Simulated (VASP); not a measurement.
Calculation: r2SCAN meta-GGA, VASP's PBE PAW potentials (set 64) (plane waves; VASP).

A VASP calculation is set up with these files.

**KPOINTS**
```
Automatic mesh
0
Gamma
8 8 1
0 0 0
```

POSCAR:
```
Sr(111) slab
4.3091750
  0.9999999934   0.0000000000   0.0000000000
 -0.5000001130   0.8660253492   0.0000000000
  0.0000000000   0.0000000000   5.9385037646
Sr
3
Cart
 -0.0000005775   0.5773505215   2.1527551227
  0.0000000000   0.0000000000   2.9692518823
  0.5000004579   0.2886748277   3.7857486419
```

**INCAR**
```
SYSTEM  =  Sr(111) slab
PREC  =  Normal; ENCUT  =  400; LREAL  =  .False.
LASPH  =  .True.
EDIFF  =  1E-6; NELM  =  100; NELMIN  =  4
ALGO  =  Normal; LMAXMIX  =  4; LMIXTAU  =  .True.
ISMEAR  =  1; SIGMA  =  0.1
METAGGA  =  R2SCAN
LWAVE  =  .False.; LCHARG  =  .False.; LORBIT  =  11
LVHAR  =  .True.
DIPOL  =  0.5 0.5 0.5
LDIPOL  =  .True.; IDIPOL  =  3
```

POTCAR, in this order: Sr_sv (PBE.64 set). Program: vasp_std. Read from the step before: WAVECAR.

### Question
Estimate the energy per atom (σ→0), largest force, band gap (on the k-mesh).

### Answer

The energy per atom (σ→0) is -14846 meV/atom and the band gap (on the k-mesh) comes out as none (metal, semimetal or under 0.01 eV). The largest force comes out as 0.076 eV/Å.

OSZICAR:
```
...
DAV:  21    -0.445376066806E+02   -0.80311E-05   -0.22524E-07   262   0.352E-03    0.426E-03
DAV:  22    -0.445376384450E+02   -0.31764E-04   -0.29699E-06   350   0.108E-02    0.438E-03
DAV:  23    -0.445376767826E+02   -0.38338E-04   -0.77693E-06   411   0.194E-02    0.494E-03
DAV:  24    -0.445376869359E+02   -0.10153E-04   -0.12213E-06   353   0.795E-03    0.541E-03
DAV:  25    -0.445376958557E+02   -0.89199E-05   -0.21580E-06   334   0.113E-02    0.431E-03
DAV:  26    -0.445377009064E+02   -0.50506E-05   -0.12161E-06   304   0.953E-03    0.421E-03
DAV:  27    -0.445377013930E+02   -0.48661E-06   -0.62482E-07   302   0.714E-03
   1 F= -.44537701E+02 E0= -.44538887E+02  d E =0.355561E-02
```

The cell is a thin slab with vacuum, built from Sr (fcc): (111) face.
